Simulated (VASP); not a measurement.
All values below come from PBE GGA, VASP's PBE PAW potentials (set 64) (plane waves; VASP 6.6.1).

VASP input:

### POSCAR
```
PbF2
2.970
  0.0000000000   1.0000000000   1.0000000000
  1.0000000000   0.0000000000   1.0000000000
  1.0000000000   1.0000000000   0.0000000000
Pb F
1 2
Cart
  0.0000000000   0.0000000000   0.0000000000
  0.5000000000   0.5000000000   0.5000000000
  1.5000000000   1.5000000000   1.5000000000
```

INCAR:
```
ALGO = Normal
EDIFF = 1E-6
ENCUT = 400
GGA = PE
ISIF = 2
ISMEAR = -1
LASPH = .TRUE.
LCHARG = .FALSE.
LMAXMIX = 4
LREAL = .FALSE.
LWAVE = .FALSE.
NELM = 100
PREC = Accurate
SIGMA = 0.02
SYSTEM = PbF2
```

**KPOINTS**
```
Automatic mesh
0
Gamma
7 7 7
0 0 0
```

POTCAR, in this order: Pb_d F (PBE.64 set). Program: vasp_std.

The resulting files:

OSZICAR:
```
       N       E                     dE             d eps       ncg     rms          rms(c)
DAV:   1     0.276863601504E+03    0.27686E+03   -0.13018E+04   722   0.151E+03
DAV:   2     0.557821451690E+01   -0.27129E+03   -0.26145E+03   852   0.421E+02
DAV:   3    -0.156890861958E+02   -0.21267E+02   -0.21130E+02   816   0.135E+02
DAV:   4    -0.162164953452E+02   -0.52741E+00   -0.52712E+00   760   0.235E+01
DAV:   5    -0.162364967084E+02   -0.20001E-01   -0.20001E-01   840   0.442E+00    0.764E+00
DAV:   6    -0.143892193807E+02    0.18473E+01   -0.93475E+00   948   0.256E+01    0.271E+00
DAV:   7    -0.143783045628E+02    0.10915E-01   -0.39219E-01   730   0.418E+00    0.160E+00
DAV:   8    -0.143706907889E+02    0.76138E-02   -0.94507E-02   720   0.378E+00    0.455E-01
DAV:   9    -0.143686550631E+02    0.20357E-02   -0.17138E-02   850   0.104E+00    0.944E-02
DAV:  10    -0.143697801001E+02   -0.11250E-02   -0.13972E-03   720   0.416E-01    0.244E-02
DAV:  11    -0.143697776855E+02    0.24147E-05   -0.87641E-05   762   0.104E-01    0.115E-02
DAV:  12    -0.143697860588E+02   -0.83734E-05   -0.33284E-05   808   0.650E-02    0.721E-03
DAV:  13    -0.143697855731E+02    0.48567E-06   -0.93494E-06   752   0.368E-02
   1 F= -.14369786E+02 E0= -.14369786E+02  d E =-.877248E-12
```

**OUTCAR**
```
------------------------ aborting loop because EDIFF is reached ----------------------------------------
  FORCE on cell =-STRESS in cart. coord.  units (eV):
  Direction    XX          YY          ZZ          XY          YZ          ZX
  --------------------------------------------------------------------------------------
  Total       -1.6209869     -1.6209869     -1.6209869      0.0000000      0.0000000     -0.0000000
  in kB      -49.5667828    -49.5667828    -49.5667828      0.0000000      0.0000000     -0.0000000
  external PRESSURE =     -49.5667828 kB  Pullay stress =       0.0000000 kB
  volume of cell :       52.40
      direct lattice vectors                 reciprocal lattice vectors
     0.000000000  2.970000000  2.970000000    -0.168350168  0.168350168  0.168350168
     2.970000000  0.000000000  2.970000000     0.168350168 -0.168350168  0.168350168
     2.970000000  2.970000000  0.000000000     0.168350168  0.168350168 -0.168350168
 POSITION                                       TOTAL-FORCE (eV/Angst)
 -----------------------------------------------------------------------------------
      0.00000      0.00000      0.00000         0.000000     -0.000000      0.000000
      1.48500      1.48500      1.48500        -0.000000     -0.000000     -0.000000
      4.45500      4.45500      4.45500         0.000000      0.000000      0.000000
 -----------------------------------------------------------------------------------
    total drift:                                0.000000      0.000000      0.000000
  FREE ENERGIE OF THE ION-ELECTRON SYSTEM (eV)
  ---------------------------------------------------
  free  energy   TOTEN  =       -14.3697855731 eV

  energy  without entropy=      -14.3697855731  energy(sigma->0) =      -14.36978557
```
(Selected blocks of OUTCAR.)

### OUTCAR
```
 val. band max:        1.7832311261   @ k =  -0.2857   0.4286   0.1429

 cond. band min:       6.2612419487   @ k =   0.4286   0.4286   0.0000


 Fermi energy:         2.2953451145

 k-point     1 :       0.0000    0.0000    0.0000
  band No.  band energies     occupation
      1     -19.2440      2.00000
      2     -18.6408      2.00000
      3     -12.6240      2.00000
      4     -12.6240      2.00000
      5     -12.6240      2.00000
      6     -12.5704      2.00000
      7     -12.5704      2.00000
      8      -2.8388      2.00000
      9      -0.6477      2.00000
     10      -0.6477      2.00000
     11      -0.6477      2.00000
     12      -0.1530      2.00000
     13      -0.1529      2.00000
     14      -0.1529      2.00000
     15       8.5795      0.00000
     16       8.5795      0.00000
     17       8.5795      0.00000
     18      12.4320      0.00000

 k-point     2 :       0.1429    0.0000    0.0000
  band No.  band energies     occupation
      1     -19.2083      2.00000
      2     -18.6704      2.00000
      3     -12.6165      2.00000
      4     -12.6165      2.00000
      5     -12.5841      2.00000
      6     -12.5700      2.00000
      7     -12.5700      2.00000
      8      -3.1609      2.00000
      9      -0.7912      2.00000
     10      -0.6838      2.00000
     11      -0.6838      2.00000
     12      -0.1861      2.00000
     13      -0.1861      2.00000
     14       0.3428      2.00000
     15       7.9343      0.00000
     16       8.7412      0.00000
     17       8.7412      0.00000
     18      13.5443      0.00000

 k-point     3 :       0.2857    0.0000    0.0000
  band No.  band energies     occupation
      1     -19.1121      2.00000
      2     -18.7563      2.00000
      3     -12.6078      2.00000
      4     -12.6078      2.00000
      5     -12.5606      2.00000
      6     -12.5606      2.00000
      7     -12.4973      2.00000
      8      -3.7026      2.00000
      9      -1.0034      2.00000
...
```

At this cut-off the stress carries a Pulay error, which pulls relaxed volumes low. Unless said otherwise, spin-orbit coupling is left out, though it shifts the bands of the heavy elements here.

The structure is a typed PbF2 crystal (Fm-3m). The cell was not relaxed at this level.
